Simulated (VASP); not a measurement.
Given:

```xyz
2
Lattice="0.0000 2.5905 2.5905 2.5905 0.0000 2.5905 2.5905 2.5905 0.0000" Properties=species:S:1:pos:R:3 pbc="T T T"
Be     0.0000     0.0000     0.0000
Se     1.2953     1.2953     1.2953
```

All values below come from PBE GGA with spin-orbit coupling, VASP's PBE PAW potentials (set 64) (plane waves; VASP 6.6.1). Numerical set-up: 400 eV cut-off, 8×8×8 Γ-centred mesh, Gaussian smearing of 0.050 eV, potentials Be Se.

### Question
What does the run give for the energy per atom (σ→0), band gap (over mesh and band path) with the smallest direct gap where there is one?

### Answer

```
Quantity                                               Result
---------------------------------------------  --------------
band gap (over mesh and band path)                    2.53 eV
smallest direct gap (over mesh and band path)         4.07 eV
energy per atom (σ→0)                          -4438 meV/atom
```

Total energies compare only between runs with the same potentials, cut-off and functional.

The compound is BeSe in the zinc blende structure. It was relaxed first.
